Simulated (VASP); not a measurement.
An input for Quantum ESPRESSO's pw.x (written as the equivalent of a VASP run, and not itself run):

```
&CONTROL
  calculation = 'scf'
  pseudo_dir = './pseudo'
  outdir = './out'
  tprnfor = .true.
  tstress = .true.
/
&SYSTEM
  ibrav = 0
  nat = 1
  ntyp = 1
  ecutwfc = 50
  occupations = 'smearing'
  smearing = 'methfessel-paxton'
  degauss = 0.00735
  input_dft = 'pw91'
/
&ELECTRONS
  conv_thr = 7.3e-09
  electron_maxstep = 100
/
ATOMIC_SPECIES
  Cs 132.905 Cs.upf
CELL_PARAMETERS angstrom
    -3.0360911    3.0360911    3.0360911
     3.0360911   -3.0360911    3.0360911
     3.0360911    3.0360911   -3.0360911
ATOMIC_POSITIONS crystal
  Cs   0.0000000  0.0000000  0.0000000
K_POINTS automatic
  9 9 9 0 0 0
```

Translate this input to VASP (INCAR, KPOINTS, POSCAR, choice of POTCAR).

Several could match; the one computed here: 
INCAR:
```
SYSTEM=Cs
PREC=Accurate; ENCUT=520; LREAL=.FALSE.
LASPH=.TRUE.
EDIFF=1E-7; NELM=100; ALGO=Normal
LMAXMIX=4
ISMEAR=1; SIGMA=0.1
GGA=91
ISIF=2
LWAVE=.FALSE.; LCHARG=.FALSE.
```

POSCAR:
```
Cs
1
   -3.0360911154     3.0360911154     3.0360911154
    3.0360911154    -3.0360911154     3.0360911154
    3.0360911154     3.0360911154    -3.0360911154
Cs
1
Direct
  0.0000000000   0.0000000000   0.0000000000
```

KPOINTS:
```
K-points
0
gamma
  9 9 9
0 0 0
```

POTCAR, in this order: Cs_sv (PBE.64 set). Program: vasp_std.

What does not carry over: the potentials are each code's own (VASP's PAW set, PseudoDojo norm-conserving files in pw.x), so ENCUT and ecutwfc are chosen apart and not converted; conv_thr bounds pw.x's estimated SCF error, while EDIFF bounds the energy change between steps.

The compound is Cs in the bcc structure. This cell is one point of a volume scan, at 0.97 of the reference volume.
